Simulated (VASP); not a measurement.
```xyz
2
Lattice="2.8300 0.0000 0.0000 0.0000 2.8300 0.0000 0.0000 0.0000 4.0700" Properties=species:S:1:pos:R:3 pbc="T T T"
Ti     0.0000     0.0000     0.0000
Al     1.4150     1.4150     2.0350
```

Level of theory: PBE GGA with D3 dispersion (Becke-Johnson damping), VASP's PBE PAW potentials (set 64) (plane waves; VASP 6.6.1). Numerical set-up: 520 eV cut-off, 12×12×8 Γ-centred mesh, first-order Methfessel-Paxton smearing of 0.10 eV, potentials Ti_sv Al.

Energy and stress use the plane-wave basis of the starting cell.

Problem. The ions, cell shape and volume are relaxed. Give the cell that the relaxation ends in.

Solution. 
```xyz
2
Lattice="2.7851 0.0000 0.0000 0.0000 2.7851 0.0000 0.0000 0.0000 4.0049" Properties=species:S:1:pos:R:3 pbc="T T T"
Ti     0.0000     0.0000     0.0000
Al     1.3926     1.3926     2.0024
```
Space group P4/mmm (123), at a tolerance of 0.03 Å.

Problem. How do energy and volume change from the first to the last step?

Solution. The energy (σ→0) changes by -13.5 meV/atom and the volume by -4.7 %, in 3 ionic steps.

The compound is TiAl in the L1_0 structure. This run relaxes it. Symmetry was kept, so distortions that lower it aren't found. The electron count is odd and the run is not spin-polarised, which forces a metal.
